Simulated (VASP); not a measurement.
All values below come from PBE GGA, VASP's PBE PAW potentials (set 64) (plane waves; VASP).

VASP ran on this input.

POSCAR:
```
SiO2
1
    4.2330432831    -0.0000000000     0.0000000000
    0.0000000000     4.2330432831     0.0000000000
    0.0000000000     0.0000000000     2.6933313589
Si O
2 4
Direct
  0.0000000000   1.0000000000   0.0000000000
  0.5000000000   0.5000000000   0.5000000000
  0.3068094869   0.3068094869   0.0000000000
  0.8068094869   0.1931905131   0.5000000000
  0.1931905131   0.8068094869   0.5000000000
  0.6931905131   0.6931905131   1.0000000000
```

### KPOINTS
```
k-points along high-symmetry lines
10
Line-mode
Reciprocal
  0.000000   0.000000   0.000000 ! GAMMA
  0.000000   0.500000   0.000000 ! X

  0.000000   0.500000   0.000000 ! X
  0.500000   0.500000   0.000000 ! M

  0.500000   0.500000   0.000000 ! M
  0.000000   0.000000   0.000000 ! GAMMA

  0.000000   0.000000   0.000000 ! GAMMA
  0.000000   0.000000   0.500000 ! Z

  0.000000   0.000000   0.500000 ! Z
  0.000000   0.500000   0.500000 ! R

  0.000000   0.500000   0.500000 ! R
  0.500000   0.500000   0.500000 ! A

  0.500000   0.500000   0.500000 ! A
  0.000000   0.000000   0.500000 ! Z

  0.000000   0.500000   0.000000 ! X
  0.000000   0.500000   0.500000 ! R

  0.500000   0.500000   0.000000 ! M
  0.500000   0.500000   0.500000 ! A
```

### INCAR
```
! general
SYSTEM=SiO2
PREC  =Accurate
ENCUT =520
LREAL =F   ! projection in real space or not
LASPH =T   ! aspherical one-centre terms
ICHARG=11

! electronic loop
EDIFF =1E-7   ! SCF stop (eV)
NELM  =100
ALGO  =Normal   ! blocked Davidson

! smearing
ISMEAR=0   ! Gaussian
SIGMA =0.05   ! width (eV)

! functional
GGA   =PE   ! PBE

! output
LWAVE =F
LCHARG=F
LORBIT=11
```

POTCAR, in this order: Si O (PBE.64 set). Program: vasp_std. Read from the step before: CHGCAR.

The run wrote:

File OUTCAR:
```
 ion  position               nearest neighbor table
   1  0.000  0.000  0.000-   4 1.78   5 1.78   4 1.78   5 1.78   3 1.84   6 1.84
   2  0.500  0.500  0.500-   3 1.78   6 1.78   3 1.78   6 1.78   5 1.84   4 1.84
   3  0.307  0.307  0.000-   2 1.78   2 1.78   1 1.84
   4  0.807  0.193  0.500-   1 1.78   1 1.78   2 1.84
   5  0.193  0.807  0.500-   1 1.78   1 1.78   2 1.84
   6  0.693  0.693  0.000-   2 1.78   2 1.78   1 1.84
  LATTYP: Found a simple tetragonal cell.
 ALAT       =     4.2330432831
 C/A-ratio  =     0.6362636002
 Subroutine PRICEL returns:
 Original cell was already a primitive cell.
 Subroutine GETGRP returns: Found 16 space group operations
The static configuration has the point symmetry D_2h.
 The point group associated with its full space group is D_4h.
The dynamic configuration has the point symmetry D_2h.
 Subroutine INISYM returns: Found 16 space group operations
   k-points           NKPTS =     90   k-points in BZ     NKDIM =     90   number of bands    NBANDS=     20
   number of dos      NEDOS =    301   number of ions     NIONS =      6
   total plane-waves  NPLWV =  20480
   dimension x,y,z NGX =    32 NGY =   32 NGZ =   20
   dimension x,y,z NGXF=    64 NGYF=   64 NGZF=   40
   ions per type =               2   4
   PREC   = accura    normal or accurate (medium, high low for compatibility)
   ISTART =      0    job   : 0-new  1-cont  2-samecut
   ICHARG =     11    charge: 1-file 2-atom 10-const
   ISPIN  =      1    spin polarized calculation?
   LNONCOLLINEAR =      F non collinear calculations
   LSORBIT =      F    spin-orbit coupling
   INIWAV =      1    electr: 0-lowe 1-rand  2-diag
   ENCUT  =  520.0 eV  38.22 Ry    6.18 a.u.   7.87  7.87  5.01*2*pi/ulx,y,z
   NELM   =    100;   NELMIN=  2; NELMDL= -5     # of ELM steps
   EDIFF  = 0.1E-06   stopping-criterion for ELM
   LREAL  =      F    real-space projection
   NLSPLINE    = F    spline interpolate recip. space projectors
   LMAXMIX     =    2 max onsite mixed and CHGCAR
   VOSKOWN=      0    Vosko Wilk Nusair interpolation
   EDIFFG = 0.1E-05   stopping-criterion for IOM
   NSW    =      0    number of steps for IOM
   NBLOCK =      1;   KBLOCK =      1    inner block; outer block
...
```

File OSZICAR:
```
       N       E                     dE             d eps       ncg     rms          rms(c)
DAV:   1     0.159840681139E+03    0.15984E+03   -0.17790E+04  3632   0.153E+03
DAV:   2    -0.386024362143E+02   -0.19844E+03   -0.18987E+03  4928   0.312E+02
DAV:   3    -0.456775544029E+02   -0.70751E+01   -0.70416E+01  4316   0.620E+01
DAV:   4    -0.457434776146E+02   -0.65923E-01   -0.65783E-01  4268   0.671E+00
DAV:   5    -0.457443890321E+02   -0.91142E-03   -0.91125E-03  4200   0.740E-01
DAV:   6    -0.457444119430E+02   -0.22911E-04   -0.22910E-04  4300   0.101E-01
DAV:   7    -0.457444126243E+02   -0.68135E-06   -0.68130E-06  4184   0.156E-02
DAV:   8    -0.457444126512E+02   -0.26862E-07   -0.26883E-07  3220   0.254E-03
   1 F= -.45744413E+02 E0= -.45744413E+02  d E =-.101119E-16
```

**OUTCAR**
```
 val. band max:        7.7420024758   @ k =   0.0000   0.0000   0.0000

 cond. band min:      12.7592729401   @ k =   0.0000   0.0000   0.0000



 k-point     1 :       0.0000    0.0000    0.0000
  band No.  band energies     occupation
      1     -14.4722      2.00000
      2     -11.0097      2.00000
      3     -11.0097      2.00000
      4     -10.8389      2.00000
      5      -2.8792      2.00000
      6       1.5093      2.00000
      7       1.5093      2.00000
      8       1.8089      2.00000
      9       2.5146      2.00000
     10       2.7890      2.00000
     11       4.7118      2.00000
     12       4.7118      2.00000
     13       5.2369      2.00000
     14       6.8916      2.00000
     15       6.8916      2.00000
     16       7.7420      2.00000
     17      12.7593      0.00000
     18      14.3265      0.00000
     19      16.0070      0.00000
     20      16.0070      0.00000

 k-point     2 :       0.0000    0.0556    0.0000
  band No.  band energies     occupation
      1     -14.4567      2.00000
      2     -11.1576      2.00000
      3     -11.0019      2.00000
      4     -10.7238      2.00000
      5      -2.8569      2.00000
      6       1.3931      2.00000
      7       1.5035      2.00000
      8       1.8776      2.00000
      9       2.5264      2.00000
     10       2.8878      2.00000
     11       4.6765      2.00000
     12       4.7184      2.00000
     13       5.2489      2.00000
     14       6.8200      2.00000
     15       6.8860      2.00000
     16       7.7183      2.00000
     17      12.8157      0.00000
     18      14.3520      0.00000
     19      16.0105      0.00000
     20      16.0153      0.00000

 k-point     3 :       0.0000    0.1111    0.0000
  band No.  band energies     occupation
      1     -14.4104      2.00000
      2     -11.3922      2.00000
      3     -10.9789      2.00000
      4     -10.5867      2.00000
      5      -2.7906      2.00000
      6       1.1174      2.00000
...
```

The density is held fixed in this step, so its total energy and stress have no physical meaning.

The compound is SiO2 in the rutile structure, stishovite, a high-pressure form. It was relaxed first.
